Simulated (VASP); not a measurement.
Method: PBE GGA with spin-orbit coupling, VASP's PBE PAW potentials (set 64) (plane waves; VASP).

VASP input:

KPOINTS_OPT:
```
k-points along high-symmetry lines
8
Line-mode
Reciprocal
  0.000000   0.000000   0.000000 ! GAMMA
  0.500000   0.000000   0.500000 ! X

  0.500000   0.000000   0.500000 ! X
  0.625000   0.250000   0.625000 ! U

  0.375000   0.375000   0.750000 ! K
  0.000000   0.000000   0.000000 ! GAMMA

  0.000000   0.000000   0.000000 ! GAMMA
  0.500000   0.500000   0.500000 ! L

  0.500000   0.500000   0.500000 ! L
  0.500000   0.250000   0.750000 ! W

  0.500000   0.250000   0.750000 ! W
  0.500000   0.000000   0.500000 ! X
```

File POSCAR:
```
Cu
1
   -0.0000000000     1.8143503952     1.8143503952
    1.8143503952    -0.0000000000     1.8143503952
    1.8143503952     1.8143503952    -0.0000000000
Cu
1
Direct
  0.0000000000   0.0000000000   0.0000000000
```

KPOINTS:
```
Automatic mesh
0
Gamma
15 15 15
0 0 0
```

### INCAR
```
SYSTEM = Cu
PREC = Accurate
ENCUT = 400
EDIFF = 1E-6
NELM = 100
ALGO = Normal
LREAL = .FALSE.
LASPH = .TRUE.
ISMEAR = 0
SIGMA = 0.05
GGA = PE
LMAXMIX = 4
LWAVE = .FALSE.
LCHARG = .FALSE.
LSORBIT = .TRUE.
MAGMOM = 0 0 0
GGA_COMPAT = .FALSE.
```

POTCAR, in this order: Cu (PBE.64 set). Program: vasp_ncl.

The run wrote:

File OSZICAR:
```
       N       E                     dE             d eps       ncg     rms          rms(c)
DAV:   1     0.562891845031E+02    0.56289E+02   -0.45519E+03  4666   0.182E+03
DAV:   2    -0.193022439662E+01   -0.58219E+02   -0.54883E+02  4332   0.264E+02
DAV:   3    -0.460757417034E+01   -0.26773E+01   -0.25278E+01  4858   0.773E+01
DAV:   4    -0.463649105513E+01   -0.28917E-01   -0.28900E-01  5206   0.834E+00
DAV:   5    -0.463685226052E+01   -0.36121E-03   -0.36120E-03  5266   0.809E-01    0.768E+00
DAV:   6    -0.410961838158E+01    0.52723E+00   -0.57475E+00  4600   0.956E+01    0.400E+00
DAV:   7    -0.374573186040E+01    0.36389E+00   -0.11616E+00  4710   0.399E+01    0.562E-01
DAV:   8    -0.373579180537E+01    0.99401E-02   -0.76205E-03  5082   0.151E+00    0.331E-01
DAV:   9    -0.373382042786E+01    0.19714E-02   -0.30598E-03  4990   0.220E+00    0.142E-02
DAV:  10    -0.373383745046E+01   -0.17023E-04   -0.94178E-05  4750   0.138E-01    0.865E-03
DAV:  11    -0.373383886345E+01   -0.14130E-05   -0.10654E-06  4496   0.176E-02    0.267E-03
DAV:  12    -0.373383856630E+01    0.29715E-06   -0.10757E-07  2644   0.742E-03
   1 F= -.37338386E+01 E0= -.37335494E+01  d E =-.578305E-03  mag=    -0.0000     0.0000     0.0000
       N       E                     dE             ncg
```

File OUTCAR:
```
------------------------ aborting loop because EDIFF is reached ----------------------------------------
  FORCE on cell =-STRESS in cart. coord.  units (eV):
  Direction    XX          YY          ZZ          XY          YZ          ZX
  --------------------------------------------------------------------------------------
  Total       -0.0161697     -0.0161697     -0.0161697     -0.0000000     -0.0000000      0.0000000
  in kB       -2.1688004     -2.1688004     -2.1688004     -0.0000000     -0.0000000      0.0000000
  external PRESSURE =      -2.1688004 kB  Pullay stress =       0.0000000 kB
  volume of cell :       11.95
      direct lattice vectors                 reciprocal lattice vectors
     0.000000000  1.814350395  1.814350395    -0.275580726  0.275580726  0.275580726
     1.814350395  0.000000000  1.814350395     0.275580726 -0.275580726  0.275580726
     1.814350395  1.814350395  0.000000000     0.275580726  0.275580726 -0.275580726
 POSITION                                       TOTAL-FORCE (eV/Angst)
 -----------------------------------------------------------------------------------
      0.00000      0.00000      0.00000         0.000000      0.000000      0.000000
 -----------------------------------------------------------------------------------
    total drift:                                0.000000      0.000000      0.000000
  FREE ENERGIE OF THE ION-ELECTRON SYSTEM (eV)
  ---------------------------------------------------
  free  energy   TOTEN  =        -3.7338385663 eV

  energy  without entropy=       -3.7332602615  energy(sigma->0) =       -3.73354941

 Ion:    1  E_soc:     -0.0130725
```
(Selected blocks of OUTCAR.)

The compound is Cu in the fcc structure. It was relaxed first.
